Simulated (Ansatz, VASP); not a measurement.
# Si5C92 (annealed Voronoi polycrystal of C with 5 % Si on C sites (3 grains at the start)) in two plane-wave programs

Aim: how closely do two programs agree when they are given the same cell, functional and k mesh? The cell is taken from a series of runs on this material, whose earlier steps may have relaxed, scaled, displaced or heated it; both programs get it as it stands.

Program: Ansatz 0.2.0. Level of theory: plane waves, with VASP 6.6.1 beside it; single point at PBE. Results are calculated unless marked as measured.

## (1) Set-up

The cell holds 194 atoms: 184 C and 10 Si. Its edges and angles: a = 13.546 Å, b = 10.397 Å, c = 11.116 Å, α = 87.3°, β = 89.4°, γ = 91.5°. It derives from C (diamond C). As first built, before any earlier steps moved the atoms (in the runner's words): 3 grains of diamond C (a = 3.566 A), 5 % of C replaced at random by Si at random centres and orientations, cut by Voronoi cells in a periodic box, atoms closer than 1.11 A removed; annealed 10 ps at 2550 K with the Tersoff potential (Tersoff, Phys. Rev. B 39, 5566 (1989)), cooled to 300 K. .

## (2) VASP: single point, PBE

With cell and atoms fixed, the geometry can't cause a difference; cores, projectors, grids and the points listed under the comparison can.

Lines of VASP's logs that name or quote its potential files are left out, and so is its time.

Input file INCAR:

```
SYSTEM = Si5C92
PREC = Accurate
ENCUT = 600
EDIFF = 1E-06
NELM = 120
ISMEAR = 0
SIGMA = 0.025
LREAL = Auto
ALGO = Normal
GGA = PE
NBANDS = 523
LORBIT = 11
LWAVE = .FALSE.
LCHARG = .FALSE.
ISIF = 2
LASPH = .TRUE.
GGA_COMPAT = .FALSE.
EFERMI = MIDGAP
```

Input file POSCAR:

```
Si5C92
1.0
   13.5447200000     -0.1737400000      0.0692100000
   -0.1367900000     10.3932700000      0.2427400000
    0.0582100000      0.2593100000     11.1132600000
C Si
184 10
Direct
    0.9922700000      0.1871400000      0.5244500000
    0.9094800000      0.5680300000      0.0612700000
    0.9963300000      0.1591000000      0.3962600000
    0.0377200000      0.2454600000      0.0823000000
    0.9902000000      0.5555500000      0.6411000000
    0.0008900000      0.6988200000      0.6620100000
    0.0761500000      0.3511100000      0.6467800000
    0.0175800000      0.3149600000      0.5544800000
    0.0882900000      0.4890300000      0.6487000000
    0.9567600000      0.5356300000      0.5159300000
    0.5172700000      0.6078700000      0.4485000000
    0.5724900000      0.3810500000      0.5357600000
    0.7209900000      0.5772800000      0.2021500000
    0.5504100000      0.2580700000      0.3455900000
    0.5626800000      0.1083500000      0.0720100000
    0.6481500000      0.1293100000      0.1346700000
    0.5807000000      0.3592900000      0.2358900000
    0.6902500000      0.3406300000      0.2505200000
    0.6685100000      0.0971000000      0.3517700000
    0.6231100000      0.4965400000      0.0344200000
    0.7234500000      0.5558100000      0.0709300000
    0.8066500000      0.5733500000      0.9996800000
    0.8715400000      0.3364200000      0.1231600000
    0.6440200000      0.0481200000      0.2437600000
    0.9654400000      0.1301900000      0.0891200000
    0.6710100000      0.4120200000      0.7223100000
    0.5793800000      0.5063500000      0.4659600000
    0.6988300000      0.5001900000      0.4151600000
    0.6810500000      0.5583100000      0.6984000000
    0.7158500000      0.6575300000      0.5863300000
[... 158 atom lines left out ...]
    0.0314800000      0.0143700000      0.2080800000
    0.6058300000      0.8025000000      0.1414300000
    0.1695200000      0.2266600000      0.1304200000
    0.3026000000      0.5072400000      0.8238900000
    0.7061700000      0.1571800000      0.6841700000
    0.3137300000      0.8768400000      0.8734400000
```

Input file KPOINTS:

```
Automatic mesh
0
Gamma
1 1 1
0 0 0
```

Potentials, in the order of the species: C and Si (PBE family, release 64).

Started as:

```console
> export OMP_NUM_THREADS=3
> mpirun -np 1 vasp_gam
```

Numbers of over 12 decimals in the logs are rounded to 6 here.

The program printed:

```text
[banner, memory and clock lines left out]
running    1 mpi-ranks, on    1 nodes
[...]
Offloading initialized ...    1 GPUs detected
[...]
LDA part: xc-table for (Slater+PW92), standard interpolation
 POSCAR, INCAR and KPOINTS ok, starting setup
[...]
entering main loop
       N       E                     dE             d eps       ncg     rms          rms(c)
DAV:   1     0.568704223080E+04    0.56870E+04   -0.49288E+05  1054   0.167E+03
DAV:   2    -0.112017425882E+04   -0.68072E+04   -0.63966E+04  1305   0.353E+02
DAV:   3    -0.168497702011E+04   -0.56480E+03   -0.54790E+03  1292   0.968E+01
DAV:   4    -0.170168719863E+04   -0.16710E+02   -0.16541E+02  1260   0.177E+01
[...]
DAV:  18    -0.160770362876E+04   -0.98974E-05   -0.20119E-05  1220   0.671E-03    0.741E-03
DAV:  19    -0.160770363132E+04   -0.25682E-05   -0.58819E-06  1164   0.365E-03    0.298E-03
DAV:  20    -0.160770363163E+04   -0.30146E-06   -0.10456E-06   756   0.159E-03
   1 F= -.16077036E+04 E0= -.16077036E+04  d E =-.680059E-06
```

Parts of OUTCAR (step 2):

```text
  FREE ENERGIE OF THE ION-ELECTRON SYSTEM (eV)
  ---------------------------------------------------
  free  energy   TOTEN  =     -1607.7036316260 eV

  energy  without entropy=    -1607.7036309460  energy(sigma->0) =    -1607.70363129
```

The run ends at a pressure of -0.08 GPa, with forces up to 0.11 eV/Å.

## (3) Ansatz: single point, PBE

Ansatz runs on its default PAW (the set named soft_2) files.

The same cell, functional, mesh and smearing now go to Ansatz, which takes its cutoff from its data sets.

Input file input.yaml:

```yaml
crystal:
  lattice:
    - [13.54472, -0.17374, 0.06921]
    - [-0.13679, 10.39327, 0.24274]
    - [0.05821, 0.25931, 11.11326]
  atoms:
    - { symbol: C, position: [0.99227, 0.18714, 0.52445] }
    - { symbol: C, position: [0.90948, 0.56803, 0.06127] }
    - { symbol: C, position: [0.99633, 0.1591, 0.39626] }
    - { symbol: C, position: [0.03772, 0.24546, 0.0823] }
    - { symbol: C, position: [0.9902, 0.55555, 0.6411] }
    - { symbol: C, position: [0.00089, 0.69882, 0.66201] }
    - { symbol: C, position: [0.07615, 0.35111, 0.64678] }
    - { symbol: C, position: [0.01758, 0.31496, 0.55448] }
    - { symbol: C, position: [0.08829, 0.48903, 0.6487] }
    - { symbol: C, position: [0.95676, 0.53563, 0.51593] }
    - { symbol: Si, position: [0.00859, 0.49295, 0.94107] }
    - { symbol: C, position: [0.51727, 0.60787, 0.4485] }
    - { symbol: C, position: [0.57249, 0.38105, 0.53576] }
    - { symbol: C, position: [0.72099, 0.57728, 0.20215] }
    - { symbol: C, position: [0.55041, 0.25807, 0.34559] }
    - { symbol: C, position: [0.56268, 0.10835, 0.07201] }
    - { symbol: C, position: [0.64815, 0.12931, 0.13467] }
    - { symbol: C, position: [0.5807, 0.35929, 0.23589] }
    - { symbol: C, position: [0.69025, 0.34063, 0.25052] }
    - { symbol: C, position: [0.66851, 0.0971, 0.35177] }
    - { symbol: C, position: [0.62311, 0.49654, 0.03442] }
    - { symbol: C, position: [0.72345, 0.55581, 0.07093] }
    - { symbol: C, position: [0.80665, 0.57335, 0.99968] }
    - { symbol: Si, position: [0.73636, 0.26841, 0.08648] }
    - { symbol: C, position: [0.87154, 0.33642, 0.12316] }
    - { symbol: C, position: [0.64402, 0.04812, 0.24376] }
    - { symbol: C, position: [0.96544, 0.13019, 0.08912] }
    - { symbol: C, position: [0.67101, 0.41202, 0.72231] }
    - { symbol: C, position: [0.57938, 0.50635, 0.46596] }
    - { symbol: C, position: [0.69883, 0.50019, 0.41516] }
[... 158 atom lines left out ...]
    - { symbol: C, position: [0.41803, 0.94208, 0.59962] }
    - { symbol: C, position: [0.4312, 0.95844, 0.7256] }
    - { symbol: C, position: [0.18979, 0.97151, 0.64583] }
    - { symbol: C, position: [0.43265, 0.05249, 0.51753] }
    - { symbol: C, position: [0.39157, 0.74078, 0.67569] }
    - { symbol: C, position: [0.12318, 0.90442, 0.5761] }
kpoints:
  mp_grid: { grid: [1, 1, 1] }
hamiltonian:
  xc: pbe
scf:
  occupations: { method: gaussian, width: 0.025 }
output:
  forces: true
  stress: true
  populations: intrinsic
  dos:
    method: { smearing: { sigma: 0.1 } }
    de: 0.1
    projected: { site_lists: { C: [C], Si: [Si] } }
  eigenvalues: true
  write_density: true
  write_potential: true
  volumetric_format: npy
```

Started as:

```console
> ansatz run input.yaml --threads 4 --pin off --max-ram 8192MiB --backend cpu --events-out ev --progress --plain --runs-dir out
```

The program printed:

```text
Engine: ansatz 0.2.0, x86_64-unknown-linux-gnu
Pseudopotentials: kind: paw
Pseudopotential: C, paw, valence charge 4, recommended cutoff 420 eV (normal), C.paw.azcp
Pseudopotential: Si, paw, valence charge 4, recommended cutoff 420 eV (normal), Si.paw.azcp
Functional definition: PBE
  parameter kappa = 0.804
  parameter beta = 0.066725
  exchange = pbe_x(kappa = kappa, mu = beta*pi^2/3)
  correlation = pbe_c(beta = beta)
Crystal: 194 atoms, lattice volume = 1563.294 Å³
Basis set: ecut = 420 eV, 30557 PW (Γ), exchange–correlation on 192×144×150 points (8 copies of the dense FFT grid, shifted against one another)
Bands: 582, of which v1, the nominal top of the filled ones, is band 388 counted from 1 (387 counted from 0)
Symmetry: 1 space group operations
Space group: P1 (ITA 1), of the structure as read, at distance tolerance 1.2e-4 Å
k-points: 1
Non-local potential: C, projectors of the file, l = 0: 2, l = 1: 2, l = 2: 1
Non-local potential: Si, projectors of the file, l = 0: 2, l = 1: 2, l = 2: 2
PAW form: soft (Blöchl's): semilocal exchange-correlation on the pseudo side does not see the compensation charge
PAW one-centre angular grid: C, 110 points (default); XC on 64 Gauss nodes
PAW one-centre angular grid: Si, 110 points (default); XC on 64 Gauss nodes
Initial density: superposition of atomic densities (neutral atoms: chi_scale 0, normalization atom), corrected by the library's trained network
Initial wavefunctions: pseudopotential atomic-orbital guess
Functional: x = pbe(κ = 0.804, μ = 0.219515), c = pbe(β = 0.066725)
SCF iter   1: F=—  HF=-52387.714464 eV  |F-HF|=—  |Δ(HF+E_count)|=         —  Δρ=1.39e-2  dr2=5.43e0  ethr=1.77e-3  ⟨swp⟩=6.0  Hψ=2639  notcnv=0  defer=107
preconditioner: auto → Resta (q_TF=auto, 2.428 Å⁻¹)  ε∞=4.4  [insulator: Δε(μ)=0.230 eV  Ē_g=14.273 eV  σ=0.025 eV  W_gap=1.00  n_scr=372 (ndim 8)  ℏωp=26.2 eV  f_vac=0.016  D(μ)=0.00/eV (n_scr^D=0)  ε∞_Penn≈4.4]
SCF iter   2: F=—  HF=-52387.116473 eV  |F-HF|=—  |Δ(HF+E_count)|=   5.98e-1  Δρ=9.53e-3  dr2=3.37e0  ethr=7.00e-4  ⟨swp⟩=2.0  Hψ=676  notcnv=0  defer=188
SCF iter   3: F=—  HF=-52386.999048 eV  |F-HF|=—  |Δ(HF+E_count)|=   1.17e-1  Δρ=6.75e-3  dr2=1.69e0  ethr=4.34e-4  ⟨swp⟩=4.0  Hψ=497  notcnv=0  defer=188
SCF iter   4: F=—  HF=-52386.887150 eV  |F-HF|=—  |Δ(HF+E_count)|=   1.12e-1  Δρ=3.14e-3  dr2=3.29e-1  ethr=2.18e-4  ⟨swp⟩=2.0  Hψ=673  notcnv=0  defer=185
SCF iter   5: F=—  HF=-52386.867425 eV  |F-HF|=—  |Δ(HF+E_count)|=   1.97e-2  Δρ=1.92e-3  dr2=1.19e-1  ethr=4.25e-5  ⟨swp⟩=2.0  Hψ=500  notcnv=0  defer=185
SCF iter   6: F=—  HF=-52386.861313 eV  |F-HF|=—  |Δ(HF+E_count)|=   6.11e-3  Δρ=5.81e-4  dr2=7.97e-3  ethr=1.53e-5  ⟨swp⟩=2.0  Hψ=414  notcnv=0  defer=185
SCF iter   7: F=—  HF=-52386.861779 eV  |F-HF|=—  |Δ(HF+E_count)|=   4.66e-4  Δρ=3.28e-4  dr2=1.99e-3  ethr=1.03e-6  ⟨swp⟩=2.0  Hψ=688  notcnv=0  defer=185
SCF iter   8: F=—  HF=-52386.862260 eV  |F-HF|=—  |Δ(HF+E_count)|=   4.81e-4  Δρ=1.71e-4  dr2=6.54e-4  ethr=2.57e-7  ⟨swp⟩=3.0  Hψ=745  notcnv=0  defer=185
SCF iter   9: F=—  HF=-52386.862496 eV  |F-HF|=—  |Δ(HF+E_count)|=   2.36e-4  Δρ=6.96e-5  dr2=1.40e-4  ethr=8.43e-8  ⟨swp⟩=3.0  Hψ=707  notcnv=0  defer=185
SCF iter  10: F=—  HF=-52386.862539 eV  |F-HF|=—  |Δ(HF+E_count)|=   4.28e-5  Δρ=3.54e-5  dr2=3.68e-5  ethr=1.80e-8  ⟨swp⟩=2.0  Hψ=514  notcnv=0  defer=185
SCF iter  11: F=—  HF=-52386.862297 eV  |F-HF|=—  |Δ(HF+E_count)|=   2.42e-4  Δρ=1.76e-5  dr2=7.38e-6  ethr=4.75e-9  ⟨swp⟩=2.0  Hψ=802  notcnv=0  defer=185
SCF iter  12: F=—  HF=-52386.862301 eV  |F-HF|=—  |Δ(HF+E_count)|=   4.58e-6  Δρ=1.07e-5  dr2=4.44e-6  ethr=9.51e-10  ⟨swp⟩=2.0  Hψ=627  notcnv=0  defer=185
SCF iter  13: F=—  HF=-52386.862302 eV  |F-HF|=—  |Δ(HF+E_count)|=   7.90e-7  Δρ=4.08e-6  dr2=5.32e-7  ethr=5.73e-10  ⟨swp⟩=2.0  Hψ=489  notcnv=0  defer=185
SCF iter  14: F=—  HF=-52386.862302 eV  |F-HF|=—  |Δ(HF+E_count)|=   1.72e-7  Δρ=2.04e-6  dr2=1.08e-7  ethr=6.86e-11  ⟨swp⟩=3.0  Hψ=769  notcnv=0  defer=185
SCF iter  15: F=-52386.862302 eV  HF=-52386.862302 eV  |F-HF|=2.03e-8  |Δ(HF+E_count)|=   5.60e-8  Δρ=1.22e-6  dr2=4.86e-8  ethr=1.29e-11  ⟨swp⟩=20.0  Hψ=5055  notcnv=0
SCF 1 converged in 15 iterations: F = -52386.862302 eV  dr2 = 4.86e-8
  greatest PAW one-centre occupation: 0.695 electrons in one spin orbital (limit 2), on the C atom at site 101 (counted from 0), in its partial waves of l = 0
SCF converged after 15 iterations
Free energy (F): -52386.862302 eV
Harris-Foulkes:  -52386.862302 eV  (|F-HF|=2.03e-8)
Internal energy: -52386.862302 eV  (E = F + TS)
E sigma→0 (E₀):  -52386.862302 eV
Entropy (-TS):   -0.000001 eV (-0.000 meV/atom)
Fermi energy:    8.911139 eV
--- Per-component energies (eV) ---
  E_band       = 150.116155
  E_kinetic    = 17039.871431
  E_local      = -25864.088893  (includes V_loc(G=0)·N_el)
  E_nonlocal   = 5226.053255
  E_hartree    = 8191.539818
  E_xc         = -9378.632112
[...]
--- intrinsic populations: 194 sites ---
  site symbol       q [e]
     0      C      3.9774
     1      C      4.1707
     2      C      3.9891
     3      C      4.2319
     4      C      3.9942
     5      C      3.9640
     6      C      4.0430
     7      C      3.9272
     8      C      4.0370
     9      C      3.9500
    10     Si      3.0031
    11      C      4.2532
    12      C      4.2248
    13      C      4.0033
    14      C      3.9789
    15      C      3.9889
    16      C      4.2726
    17      C      3.9796
    18      C      4.2178
    19      C      4.0104
    20      C      3.9895
    21      C      4.0371
    22      C      3.9899
    23     Si      3.0324
[...]
186      C      4.0404
   187      C      4.2020
   188      C      3.9746
   189      C      4.0549
   190      C      3.9765
   191      C      3.9747
   192      C      3.9680
   193      C      4.0187
  spilling = 0.000000 (of n_electrons = 776.000000)
```

In the SCF lines HF is the Harris–Foulkes energy and dr2 the Hartree energy of the density residual, in eV; the loop may stop once dr2 is under the threshold and the program's other checks hold. Hψ counts applications of the Hamiltonian.

## (4) Comparison

Known differences besides the potentials themselves: the cutoff is 420 eV in Ansatz and 600 eV in VASP (PREC = Accurate, projectors in real space). Total energies have different zeros and are not compared.

Both answers:

| quantity | Ansatz | VASP | difference |
| --- | --- | --- | --- |
| pressure (GPa) | -0.07 | -0.08 | +0.02 |
| gap on the k mesh (eV) | 0.164 | 0.164 | 0.000 |

At this near-relaxed geometry the largest component of a force difference is 54 meV/Å. A gap on the mesh is an upper bound, since the band edges may lie between its points.

## (5) Summary of results

- r.m.s. force difference (single point, PBE): 17 meV/Å

The r.m.s. force difference is 17 meV/Å (single point, PBE), beyond the 12 meV/Å picked in this series as the mark of a large difference. What causes the difference of the single point, PBE pair stays open here. Such differences can come from data sets, numerical settings and the points named under the comparisons, not from the functional's error against experiment.

[Lines on the potential files, build, host, timing and source positions are cut from VASP's logs without a mark.]

[Logs are printed without paths, hosts, clocks, repeated set-up lines and the standing remarks that a program may print on its own settings, such as how far it seeks lower states.]

[Hosts, paths, dates, database ids (printed as entryN), source tags and the programs' standing remarks are cut or masked in the printed files.]
